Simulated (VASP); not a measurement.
Output of a VASP run:

OSZICAR:
```
       N       E                     dE             d eps       ncg     rms          rms(c)
DAV:   1     0.981833427236E+02    0.98183E+02   -0.10667E+04  1307   0.277E+03
DAV:   2    -0.545106980237E+01   -0.10363E+03   -0.97819E+02  1362   0.397E+02
DAV:   3    -0.139518714785E+02   -0.85008E+01   -0.84398E+01  1372   0.993E+01
DAV:   4    -0.141122775797E+02   -0.16041E+00   -0.15995E+00  1437   0.146E+01
DAV:   5    -0.141148111125E+02   -0.25335E-02   -0.25335E-02  1345   0.166E+00    0.762E+00
DAV:   6    -0.121538843133E+02    0.19609E+01   -0.60359E+00  1888   0.485E+01    0.266E+00
DAV:   7    -0.121641810940E+02   -0.10297E-01   -0.35480E-01  1232   0.836E+00    0.174E+00
DAV:   8    -0.121609806896E+02    0.32004E-02   -0.76110E-02  1388   0.453E+00    0.817E-01
DAV:   9    -0.121554886189E+02    0.54921E-02   -0.22396E-02  1858   0.377E+00    0.201E-01
DAV:  10    -0.121558433442E+02   -0.35473E-03   -0.17392E-03  1388   0.681E-01    0.803E-02
DAV:  11    -0.121557768025E+02    0.66542E-04   -0.29630E-04  1753   0.335E-01    0.122E-02
DAV:  12    -0.121557825660E+02   -0.57635E-05   -0.29213E-05  1387   0.753E-02    0.793E-03
DAV:  13    -0.121557823670E+02    0.19899E-06   -0.16601E-06  1175   0.129E-02
   1 F= -.11422022E+02 E0= -.11422022E+02  d E =-.114220E+02
       N       E                     dE             d eps       ncg     rms          rms(c)
DAV:   1    -0.125530558874E+02   -0.39727E+00   -0.55467E+00  1447   0.648E+01    0.408E+00
DAV:   2    -0.122082776250E+02    0.34478E+00   -0.60150E-01  1487   0.271E+01    0.179E+00
DAV:   3    -0.121289718831E+02    0.79306E-01   -0.83607E-02  1497   0.108E+01    0.477E-01
DAV:   4    -0.121181809874E+02    0.10791E-01   -0.13650E-02  1533   0.210E+00    0.615E-02
DAV:   5    -0.121181859241E+02   -0.49367E-05   -0.11029E-03  1706   0.537E-01    0.263E-02
DAV:   6    -0.121181810229E+02    0.49013E-05   -0.43972E-05  1395   0.769E-02    0.132E-02
DAV:   7    -0.121181821269E+02   -0.11040E-05   -0.82234E-06  1462   0.610E-02    0.330E-03
DAV:   8    -0.121181823054E+02   -0.17848E-06   -0.68348E-07   781   0.310E-02
   2 F= -.11422673E+02 E0= -.11422673E+02  d E =-.651170E-03
       N       E                     dE             d eps       ncg     rms          rms(c)
DAV:   1    -0.122467093914E+02   -0.12853E+00   -0.13858E+00  1417   0.344E+01    0.192E+00
DAV:   2    -0.121687350300E+02    0.77974E-01   -0.12415E-01  1472   0.120E+01    0.882E-01
DAV:   3    -0.121484971934E+02    0.20238E-01   -0.25454E-02  1462   0.635E+00    0.198E-01
DAV:   4    -0.121461848626E+02    0.23123E-02   -0.34572E-03  1538   0.902E-01    0.275E-02
DAV:   5    -0.121461673236E+02    0.17539E-04   -0.61040E-05  1545   0.952E-02    0.170E-02
DAV:   6    -0.121461665747E+02    0.74895E-06   -0.39478E-06  1335   0.466E-02
   3 F= -.11432195E+02 E0= -.11432195E+02  d E =-.101727E-01
```

File OUTCAR:
```
------------------------ aborting loop because EDIFF is reached ----------------------------------------
  FORCE on cell =-STRESS in cart. coord.  units (eV):
  Direction    XX          YY          ZZ          XY          YZ          ZX
  --------------------------------------------------------------------------------------
  Total        0.6776748      0.6776748      0.6776748      0.0000000      0.0000000      0.0000000
  in kB       47.4580819     47.4580819     47.4580819      0.0000000      0.0000000      0.0000000
  external PRESSURE =      -2.5419181 kB  Pullay stress =      50.0000000 kB
  volume of cell :       22.88
      direct lattice vectors                 reciprocal lattice vectors
    -0.000000000  2.253187058  2.253187058    -0.221907896  0.221907896  0.221907896
     2.253187058 -0.000000000  2.253187058     0.221907896 -0.221907896  0.221907896
     2.253187058  2.253187058 -0.000000000     0.221907896  0.221907896 -0.221907896
  FREE ENERGIE OF THE ION-ELECTRON SYSTEM (eV)
  ---------------------------------------------------
  free  energy   TOTEN  =       -12.1461665747 eV

  energy  without entropy=      -12.1461665747  energy(sigma->0) =      -12.14616657
  enthalpy is  TOTEN    =       -11.4321946048 eV   P V=        0.7139719698

 reached required accuracy - stopping structural energy minimisation
```
(Selected blocks of OUTCAR.)

POSCAR:
```
GaN
1
    0.0000000000     2.2738141419     2.2738141419
    2.2738141419     0.0000000000     2.2738141419
    2.2738141419     2.2738141419     0.0000000000
Ga N
1 1
Direct
  0.0000000000   0.0000000000   0.0000000000
  0.2500000000   0.2500000000   0.2500000000
```

Question: Write an INCAR and KPOINTS that could have produced this output.

Answer: This is not unique; one that fits is the input of the run itself, PBE GGA, plane waves, VASP's PBE PAW potentials (set 64).

### INCAR
```
# general
SYSTEM =GaN
PREC   =Accurate
ENCUT  =620
LREAL  =F   # projection in real space or not
LASPH  =T   # aspherical one-centre terms

# electronic loop
EDIFF  =1E-6   # SCF stop (eV)
NELM   =100   # most electronic steps
ALGO   =Normal
LMAXMIX=4

# smearing
ISMEAR =0
SIGMA  =0.05

# functional
GGA    =PE   # PBE

# ions
IBRION =2   # conjugate gradients
NSW    =40   # most ionic steps
ISIF   =3   # ions, shape and volume
EDIFFG =-0.02
PSTRESS=50   # kbar

# output
LWAVE  =F
LCHARG =F
```

### KPOINTS
```
Automatic mesh
0
Gamma
10 10 10
0 0 0
```

POTCAR, in this order: Ga_d N (PBE.64 set). Program: vasp_std.

Energy and stress use the plane-wave basis of the starting cell.

The compound is GaN in the zinc blende structure, a metastable form; wurtzite is the usual one. This run relaxes it under an external pressure of 5 GPa. Symmetry was kept, so distortions that lower it aren't found.
